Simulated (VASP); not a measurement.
Runs of VASP 6.6.1 on RuSe. The structure is cubic, space group Pm-3m (No. 221). The conventional cell has a = 3.188 Å, b = 3.188 Å, c = 3.188 Å, α = 90.00°, β = 90.00°, γ = 90.00°. Ru (site symmetry m-3m) is surrounded by 8 Se at 2.76 Å. Se (site symmetry m-3m) has 8 Ru at 2.76 Å as nearest neighbours. The cell comes from a database or a generator and needn't be the stable form of this composition.

| spin | U | fixed moment (μB) | gap on the mesh (eV) | pressure (GPa) | moment (μB) |
| --- | --- | --- | --- | --- | --- |
| collinear, random start | Ru d U = 3 eV | - | none | -16.1 | 0.01 |
| collinear, ferromagnetic start | Ru d U = 3 eV | - | none | -13.1 | 1.41 |
| off | Ru d U = 7 eV | - | none | (a) | - |
| collinear, ferromagnetic start | Ru d U = 7 eV | 0 | - | -16.1 | 0.00 |
| collinear, ferromagnetic start | Ru d U = 7 eV | - | none | -1.0 | (b) |
| collinear, ferromagnetic start | Ru d U = 3 eV | 0 | - | -16.1 | 0.00 |
| collinear, zero start | Ru d U = 3 eV | - | none | -16.1 | 0.00 |

Alike in all rows: task single point; level PBEsol+U; potentials or basis VASP PAW PBE potentials, release 64 (Ru_pv, Se); cell as given; k mesh 6 × 6 × 6; cutoff (eV) 520; smearing gaussian 0.05 eV.

Problem. Estimate the missing entries.

Solution. (a) -15.9; (b) 1.86.

Caveats: the PAW data sets were made with another functional, which shifts forces and pressure a little; the total moment is fixed, so each spin has its own Fermi level (some runs); U without spin polarisation on a metal has little footing (some runs).

A k mesh can miss the band edges, and the runs leave out spin-orbit coupling on Ru, Se.

A gap of «none» marks a metal or a gap under the smearing width.
